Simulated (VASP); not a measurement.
# Ti3Al (space group P6_3/mmc): computed properties

All values below come from r2SCAN meta-GGA, VASP's PBE PAW potentials (set 64) (plane waves; VASP 6.6.1).

```yaml
space_group: P6_3/mmc (194)
cell: a = 5.745 Å, b = 5.745 Å, c = 4.628 Å, α = 90.00°, β = 90.00°, γ = 120.00°
volume_per_atom: 16.54 Å^3/atom
band gap (over mesh and band path): none (metal, semimetal or under 0.01 eV)
density: 4.28 g/cm³
```

```yaml
crystal:
  lattice:
    - [5.74525, 0.00000, 0.00000]
    - [-2.87262, 4.97553, 0.00000]
    - [0.00000, 0.00000, 4.62797]
  atoms:
    - { symbol: Ti, position: [0.82985, 0.65969, 0.25000] }
    - { symbol: Ti, position: [0.17015, 0.34031, 0.75000] }
    - { symbol: Ti, position: [0.17015, 0.82985, 0.75000] }
    - { symbol: Ti, position: [0.82985, 0.17015, 0.25000] }
    - { symbol: Ti, position: [0.34031, 0.17015, 0.25000] }
    - { symbol: Ti, position: [0.65969, 0.82985, 0.75000] }
    - { symbol: Al, position: [0.33333, 0.66667, 0.25000] }
    - { symbol: Al, position: [0.66667, 0.33333, 0.75000] }
```

The structure comes from a computed database's Ti3Al entry (P6_3/mmc); how it stands against other phases isn't given here. It was relaxed first. Symmetry was kept, so distortions that lower it aren't found.
